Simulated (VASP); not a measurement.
Runs of VASP 6.6.1 on AlSn. Symmetry: P-6m2, No. 187, hexagonal system. The conventional cell has a = 4.198 Å, b = 4.198 Å, c = 3.307 Å, α = 90.00°, β = 90.00°, γ = 120.00°. Around Sn (site symmetry -6m2) lie 6 Al at 2.93 Å and 2 Sn at 3.31 Å. Al (site symmetry -6m2) is surrounded by 6 Sn at 2.93 Å and 2 Al at 3.31 Å. The cell comes from a database or a generator and needn't be the stable form of this composition.

| task | level | cell | k mesh | cutoff (eV) | ladder | by perturbation theory | gap on the mesh (eV) | pressure (GPa) | V0 of scaled cells (Å³/atom) | B0 (GPa) |
| --- | --- | --- | --- | --- | --- | --- | --- | --- | --- | --- |
| equation of state | PBEsol | as given | 7 × 7 × 8 | 520 | free | - | - | - | (a) | 57 |
| single point | PBE | as given | 7 × 7 × 8 | 520 | - | - | none | 0.2 | - | - |
| equation of state | PBE | as given | 7 × 7 × 8 | 520 | - | - | - | - | 25.35 | (b) |
| single point | PBEsol | as given | 7 × 7 × 8 | 520 | free | - | none | -1.8 | - | - |

Alike in all rows: potentials or basis VASP PAW PBE potentials, release 64 (Sn_d, Al); no spin polarisation; smearing fermi-dirac 0.05 eV.

Q: Estimate the missing entries.

A: (a) 24.38; (b) 50.

Caveats: the cell was scaled at fixed shape and fractional positions, which overstates the stiffness of a crystal with free parameters, most of all of layers and chains (some runs); the PAW data sets were made with another functional, which shifts forces and pressure a little (some runs).

A k mesh can miss the band edges, and the runs leave out spin-orbit coupling on Sn.

A gap of «none» marks a metal or a gap under the smearing width.

Not every run made on this cell is shown here.
